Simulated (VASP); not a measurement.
An input for Ansatz (written as the equivalent of a VASP run, and not itself run):

Ansatz 0.2 input:
```yaml
crystal:
  lattice:
    - [4.8235600, 0.0000000, 0.0000000]
    - [-2.4117800, 4.1773250, 0.0000000]
    - [0.0000000, 0.0000000, 3.8808000]
  atoms:
    - { symbol: Ni, position: [0.3333330, 0.6666670, 0.0000000], spin: 2 }
    - { symbol: Ni, position: [0.6666670, 0.3333330, 0.0000000], spin: 2 }
    - { symbol: Ni, position: [0.5000000, 0.0000000, 0.5000000], spin: 2 }
    - { symbol: Ni, position: [0.5000000, 0.5000000, 0.5000000], spin: 2 }
    - { symbol: Ni, position: [0.0000000, 0.5000000, 0.5000000], spin: 2 }
    - { symbol: Sm, position: [0.0000000, 0.0000000, 0.0000000], spin: 5 }
kpoints:
  mp_grid: { grid: [5, 5, 6] }
hamiltonian:
  xc: pbesol
  pseudopotentials: { kind: paw }
magnetization: { spin_polarized: true }
scf:
  occupations: { method: gaussian, width: 0.05 }
  max_iter: 100
output: { forces: true, stress: true, eigenvalues: true }
```

Question: Write the VASP files for the same calculation (PBEsol).

Answer: One answer among several that fit: 
POSCAR:
```
SmNi5
1
    4.8235600000     0.0000000000     0.0000000000
   -2.4117800000     4.1773250000     0.0000000000
    0.0000000000     0.0000000000     3.8808000000
Ni Sm
5 1
Direct
  0.3333330000   0.6666670000   0.0000000000
  0.6666670000   0.3333330000   0.0000000000
  0.5000000000   0.0000000000   0.5000000000
  0.5000000000   0.5000000000   0.5000000000
  0.0000000000   0.5000000000   0.5000000000
  0.0000000000   0.0000000000   0.0000000000
```

INCAR:
```
# general
SYSTEM   =  SmNi5
PREC     =  Accurate
ENCUT    =  300
LREAL    =  .FALSE.   # projection in real space or not
LASPH    =  .TRUE.   # aspherical one-centre terms

# electronic loop
EDIFF    =  1E-6
NELM     =  100   # most electronic steps
ALGO     =  Normal   # blocked Davidson
LMAXMIX  =  6

# smearing
ISMEAR   =  0
SIGMA    =  0.05   # width (eV)

# functional
GGA      =  PS   # PBEsol

# spin
ISPIN    =  2   # spin-polarised
MAGMOM   =  5*2.0 5.0

# ions
ISIF     =  2

# output
LWAVE    =  .FALSE.
LCHARG   =  .FALSE.
LORBIT   =  11
```

File KPOINTS:
```
Automatic mesh
0
Gamma
5 5 6
0 0 0
```

POTCAR, in this order: Ni Sm (PBE.64 set). Program: vasp_std.

What does not carry over: each code has its own PAW files, so the cut-off isn't converted (ENCUT is set for VASP's; basis.ecutwfc is left out, and Ansatz then takes the one that its files recommend); Ansatz stops its SCF on the density residual and VASP on the energy change (EDIFF).

The structure comes from a measured SmNi5 entry of the Crystallography Open Database, whose conditions weren't checked. The cell was not relaxed at this level, and its volume differs by -5.9 % from the start's. The k-mesh is coarse (spacing up to 0.30 per Å, 2π included), so the numbers may not be converged in it.
